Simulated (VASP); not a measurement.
Here is the system:

```
CELL_PARAMETERS angstrom
      3.20412     0.00000     0.00000
     -1.60206     2.77484     0.00000
      0.00000     0.00000    13.14321
ATOMIC_POSITIONS crystal
  Mo 0.00000 0.00000 0.25976
  Mo 0.00000 0.00000 0.74024
  Se 0.66667 0.33333 0.86957
  Se 0.33333 0.66667 0.13043
  S  0.33333 0.66667 0.37574
  S  0.66667 0.33333 0.62426
```

Calculation: PBEsol GGA, VASP's PBE PAW potentials (set 64) (plane waves; VASP). Run with 400 eV cut-off, 9×9×2 Γ-centred mesh, tetrahedra with Blöchl corrections, potentials Mo_sv Se S.

The cores are frozen, which limits the accuracy of field gradients. Without a dispersion term in the relaxation, distances and binding between the weakly bound layers, chains or molecules are unreliable, and so is what depends on them.

**Question.** Give the principal components of the electric field gradient (V/Å²) and the asymmetry η at each nucleus.

**Answer.** 
```csv
atom,Vxx,Vyy,Vzz,η
Mo1,36.0,36.0,-71.9,0.00
Mo2,36.0,36.0,-71.9,0.00
Se3,49.7,49.7,-99.4,0.00
Se4,49.7,49.7,-99.4,0.00
S5,27.7,27.7,-55.4,0.00
S6,27.7,27.7,-55.4,0.00
```

The structure comes from a computed database's MoSeS entry (P-3m1); how it stands against other phases isn't given here. It was relaxed first, which changed the volume by -6 %.
